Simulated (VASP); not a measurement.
```
WC
1.0
    1.46650    -2.54005     0.00000
    1.46650     2.54005     0.00000
    0.00000     0.00000     2.85608
W C
1 1
Direct
  0.00000   0.00000   0.00000
  0.33333   0.66667   0.50000
```

These are revPBE GGA, VASP's PBE PAW potentials (set 64) (plane waves; VASP 6.6.1) values and carry that method's errors. Run with 520 eV cut-off, Gaussian smearing of 0.050 eV, potentials W_sv C.

Q: Give the energies of bands 6 to 12 at the high-symmetry points, in eV from the Fermi level.

A: 
```
band      Γ      M      K      A      L      H
----  -----  -----  -----  -----  -----  -----
6     -4.13  -6.88  -6.40  -8.45  -6.26  -6.96
7     -3.20  -3.44  -4.43  -1.93  -4.16  -5.27
8     -3.20  -3.41  -3.28  -1.93  -4.09  -1.58
9      0.15  -0.42   0.68  -0.51   0.28  -0.59
10     3.17   2.32   1.01  -0.51   4.30   4.29
11     3.17   4.41   2.02   3.65   5.17   6.14
12     5.55   4.74   3.16   4.50   6.45   7.39
```

It has no gap at this level: it comes out as a metal or semimetal.

The compound is WC in the wc structure. It was relaxed first.
